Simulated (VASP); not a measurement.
Method: rev-vdW-DF2, VASP's PBE PAW potentials (set 64) (plane waves; VASP).

The input files of a VASP run:

File KPOINTS:
```
Automatic
0
gamma
  6 6 3
```

**POSCAR**
```
CdSe
1.0
  2.1574540745  -3.7368198284   0.0000000000
  2.1574540745   3.7368198284   0.0000000000
  0.0000000000   0.0000000000   7.0330235176
Cd Se
2 2
Direct
  0.6666670000   0.3333330000   0.5000512204
  0.3333330000   0.6666670000   0.0000512204
  0.6666670000   0.3333330000   0.8759487796
  0.3333330000   0.6666670000   0.3759487796
```

### INCAR
```
AGGAC=0.0
ALGO=Normal
EDIFF=1E-7
EDIFFG=-0.01
ENCUT=520
GGA=MK
IBRION=2
ISIF=4
ISMEAR=0
LASPH=T
LCHARG=F
LMAXMIX=4
LREAL=F
LUSE_VDW=T
LWAVE=F
NELM=100
NSW=30
PARAM1=0.1234568
PARAM2=0.7114
PREC=Accurate
SIGMA=0.05
SYSTEM=CdSe
ZAB_VDW=-1.8867
```

POTCAR, in this order: Cd Se (PBE.64 set). Program: vasp_std.

The run wrote:

**OUTCAR**
```
 ion  position               nearest neighbor table
   1  0.667  0.333  0.500-   4 2.64   4 2.64   4 2.64   3 2.64
   2  0.333  0.667  0.000-   3 2.64   3 2.64   3 2.64   4 2.64
   3  0.667  0.333  0.876-   2 2.64   2 2.64   2 2.64   1 2.64
   4  0.333  0.667  0.376-   1 2.64   1 2.64   1 2.64   2 2.64
  LATTYP: Found a hexagonal cell.
 ALAT       =     4.3149079380
 C/A-ratio  =     1.6299359381
 Subroutine PRICEL returns:
 Original cell was already a primitive cell.
 Subroutine GETGRP returns: Found 12 space group operations
The static configuration has the point symmetry C_3v.
 The point group associated with its full space group is C_6v.
The dynamic configuration has the point symmetry C_3v.
 Subroutine INISYM returns: Found 12 space group operations
 Subroutine IBZKPT returns following result:
 Found     14 irreducible k-points:

 Following reciprocal coordinates:
            Coordinates               Weight
  0.000000  0.000000  0.000000      1.000000
  0.166667  0.000000  0.000000      6.000000
  0.333333  0.000000  0.000000      6.000000
  0.500000  0.000000  0.000000      3.000000
  0.166667  0.166667  0.000000      6.000000
...
```

File OSZICAR:
```
       N       E                     dE             d eps       ncg     rms          rms(c)
DAV:   1     0.253021632654E+03    0.25302E+03   -0.17384E+04   616   0.148E+03
DAV:   2     0.101892239903E+02   -0.24283E+03   -0.23772E+03   712   0.346E+02
DAV:   3    -0.292956861519E+01   -0.13119E+02   -0.13080E+02   736   0.811E+01
DAV:   4    -0.304381698609E+01   -0.11425E+00   -0.11422E+00   664   0.735E+00
DAV:   5    -0.304482304062E+01   -0.10061E-02   -0.10059E-02   754   0.643E-01    0.871E+00
DAV:   6    -0.230267669245E+01    0.74215E+00   -0.17442E+00   750   0.133E+01    0.679E+00
DAV:   7    -0.227206156356E+01    0.30615E-01   -0.59209E-01   682   0.427E+00    0.270E+00
DAV:   8    -0.226864589777E+01    0.34157E-02   -0.66692E-02   658   0.288E+00    0.352E-01
DAV:   9    -0.226805111427E+01    0.59478E-03   -0.98396E-03   700   0.128E+00    0.116E-01
DAV:  10    -0.226803452139E+01    0.16593E-04   -0.84893E-04   694   0.365E-01    0.670E-02
DAV:  11    -0.226807701619E+01   -0.42495E-04   -0.14808E-04   688   0.931E-02    0.183E-02
DAV:  12    -0.226806086306E+01    0.16153E-04   -0.95470E-05   730   0.989E-02    0.680E-03
DAV:  13    -0.226806089762E+01   -0.34567E-07   -0.81728E-06   670   0.236E-02    0.480E-03
DAV:  14    -0.226806087362E+01    0.24007E-07   -0.77311E-07   708   0.535E-03
   1 F= -.22680609E+01 E0= -.22680609E+01  d E =-.226806E+01
       N       E                     dE             d eps       ncg     rms          rms(c)
DAV:   1    -0.226844238203E+01   -0.38148E-03   -0.15477E-02   616   0.907E-01    0.901E-02
DAV:   2    -0.226823222692E+01    0.21016E-03   -0.29263E-04   730   0.174E-01    0.480E-02
DAV:   3    -0.226813509856E+01    0.97128E-04   -0.19161E-04   700   0.111E-01    0.153E-02
DAV:   4    -0.226813478994E+01    0.30862E-06   -0.23602E-05   688   0.446E-02    0.844E-03
DAV:   5    -0.226813440794E+01    0.38201E-06   -0.76960E-07   712   0.785E-03    0.296E-03
DAV:   6    -0.226813443113E+01   -0.23196E-07   -0.18900E-07   526   0.309E-03
   2 F= -.22681344E+01 E0= -.22681344E+01  d E =-.735575E-04
       N       E                     dE             d eps       ncg     rms          rms(c)
DAV:   1    -0.226829158317E+01   -0.15718E-03   -0.71564E-03   628   0.617E-01    0.612E-02
DAV:   2    -0.226819391523E+01    0.97668E-04   -0.13528E-04   718   0.119E-01    0.327E-02
DAV:   3    -0.226814885765E+01    0.45058E-04   -0.89665E-05   688   0.755E-02    0.104E-02
DAV:   4    -0.226814874182E+01    0.11583E-06   -0.10982E-05   676   0.305E-02    0.574E-03
DAV:   5    -0.226814856475E+01    0.17707E-06   -0.36353E-07   688   0.542E-03    0.203E-03
DAV:   6    -0.226814857602E+01   -0.11269E-07   -0.84996E-08   344   0.213E-03
   3 F= -.22681486E+01 E0= -.22681486E+01  d E =-.877024E-04
       N       E                     dE             d eps       ncg     rms          rms(c)
DAV:   1    -0.226827406361E+01   -0.12550E-03   -0.26609E-02   628   0.107E+00    0.453E-02
DAV:   2    -0.226823557284E+01    0.38491E-04   -0.24325E-04   726   0.129E-01    0.254E-02
DAV:   3    -0.226821212750E+01    0.23445E-04   -0.30695E-05   706   0.436E-02    0.952E-03
DAV:   4    -0.226821010873E+01    0.20188E-05   -0.62238E-06   730   0.199E-02    0.487E-03
DAV:   5    -0.226821007996E+01    0.28768E-07   -0.52002E-07   544   0.481E-03
   4 F= -.22682101E+01 E0= -.22682101E+01  d E =-.615039E-04
       N       E                     dE             d eps       ncg     rms          rms(c)
DAV:   1    -0.226885720283E+01   -0.64709E-03   -0.23954E-01   616   0.321E+00    0.136E-01
DAV:   2    -0.226851380022E+01    0.34340E-03   -0.22012E-03   720   0.388E-01    0.761E-02
DAV:   3    -0.226830428275E+01    0.20952E-03   -0.27350E-04   706   0.130E-01    0.288E-02
DAV:   4    -0.226828584582E+01    0.18437E-04   -0.56009E-05   730   0.595E-02    0.146E-02
DAV:   5    -0.226828557790E+01    0.26792E-06   -0.48767E-06   634   0.147E-02    0.464E-03
DAV:   6    -0.226828548398E+01    0.93919E-07   -0.59484E-07   700   0.583E-03
   5 F= -.22682855E+01 E0= -.22682855E+01  d E =-.136908E-03
```

File OUTCAR:
```
------------------------ aborting loop because EDIFF is reached ----------------------------------------
  FORCE on cell =-STRESS in cart. coord.  units (eV):
  Direction    XX          YY          ZZ          XY          YZ          ZX
  --------------------------------------------------------------------------------------
  Total        1.0885508      1.0885506      1.0865767      0.0000000      0.0000000      0.0000000
  in kB       15.3795453     15.3795428     15.3516539      0.0000000      0.0000000      0.0000000
  external PRESSURE =      15.3702473 kB  Pullay stress =       0.0000000 kB
  volume of cell :      113.40
      direct lattice vectors                 reciprocal lattice vectors
     2.153892821 -3.730651503 -0.000000000     0.232137827 -0.134024848 -0.000000000
     2.153892821  3.730651503 -0.000000000     0.232137827  0.134024848 -0.000000000
     0.000000000  0.000000000  7.056299695     0.000000000 -0.000000000  0.141717337
  FREE ENERGIE OF THE ION-ELECTRON SYSTEM (eV)
  ---------------------------------------------------
  free  energy   TOTEN  =        -2.2682854840 eV

  energy  without entropy=       -2.2682854840  energy(sigma->0) =       -2.26828548

 reached required accuracy - stopping structural energy minimisation
```
(Selected blocks of OUTCAR.)

CONTCAR:
```
CdSe
   1.00000000000000
     2.1538928207330499   -3.7306515029624832   -0.0000000000000000
     2.1538928207330499    3.7306515029624832   -0.0000000000000000
     0.0000000000000000    0.0000000000000000    7.0562996953813677
  Cd              Se
     2     2
Direct
     0.6666669999999968    0.3333330000000032    0.5007009143519213
     0.3333330000000032    0.6666669999999968    0.0007009143519213
     0.6666669999999968    0.3333330000000032    0.8752990856480835
     0.3333330000000032    0.6666669999999968    0.3752990856480835
```

The compound is CdSe in the wurtzite structure. This cell is one point of a volume scan, at 0.97 of the reference volume. Symmetry was kept, so distortions that lower it aren't found.
